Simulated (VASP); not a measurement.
VASP input:

POSCAR:
```
PbO
1
    4.1596618063     0.0000000000     0.0000000000
    0.0000000000     4.1596618063     0.0000000000
    0.0000000000     0.0000000000     6.6541097239
Pb O
2 2
Direct
  0.5000000000   0.0000000000   0.8196678093
  0.0000000000   0.5000000000   0.1803321907
  0.5000000000   0.5000000000   0.0000000000
  0.0000000000   0.0000000000   0.0000000000
```

### INCAR
```
ALGO=Normal
EDIFF=1E-7
EDIFFG=-0.01
ENCUT=520
GGA=RP
IBRION=2
ISIF=4
ISMEAR=0
LASPH=.TRUE.
LCHARG=.FALSE.
LMAXMIX=4
LREAL=.FALSE.
LWAVE=.FALSE.
NELM=100
NSW=30
PREC=Accurate
SIGMA=0.05
SYSTEM=PbO
```

**KPOINTS**
```
Automatic mesh
0
Gamma
6 6 4
0 0 0
```

POTCAR, in this order: Pb_d O (PBE.64 set). Program: vasp_std.

Problem. Write an equivalent input for Quantum ESPRESSO's pw.x.

Solution. One equivalent input (not run):
```
&CONTROL
  calculation = 'vc-relax'
  pseudo_dir = './pseudo'
  outdir = './out'
  tprnfor = .true.
  tstress = .true.
  nstep = 30
  forc_conv_thr = 0.00039
/
&SYSTEM
  ibrav = 0
  nat = 4
  ntyp = 2
  ecutwfc = 84
  occupations = 'smearing'
  smearing = 'gaussian'
  degauss = 0.003675
  input_dft = 'rpbe'
/
&ELECTRONS
  conv_thr = 7.3e-09
  electron_maxstep = 100
/
&IONS
/
&CELL
  cell_dofree = 'shape'
/
ATOMIC_SPECIES
  Pb 207.200 Pb.upf
  O 15.999 O.upf
CELL_PARAMETERS angstrom
     4.1596618    0.0000000    0.0000000
     0.0000000    4.1596618    0.0000000
     0.0000000    0.0000000    6.6541097
ATOMIC_POSITIONS crystal
  Pb   0.5000000  0.0000000  0.8196678
  Pb   0.0000000  0.5000000  0.1803322
  O    0.5000000  0.5000000  0.0000000
  O    0.0000000  0.0000000  0.0000000
K_POINTS automatic
  6 6 4 0 0 0
```
Limits of the translation: the potentials are each code's own (VASP's PAW set, PseudoDojo norm-conserving files in pw.x), so ENCUT and ecutwfc are chosen apart and not converted; conv_thr bounds pw.x's estimated SCF error, while EDIFF bounds the energy change between steps; forc_conv_thr acts on force components and is met together with etot_conv_thr.

The compound is PbO in the litharge structure. This cell is one point of a volume scan, at 1.03 of the reference volume. Symmetry was kept, so distortions that lower it aren't found.
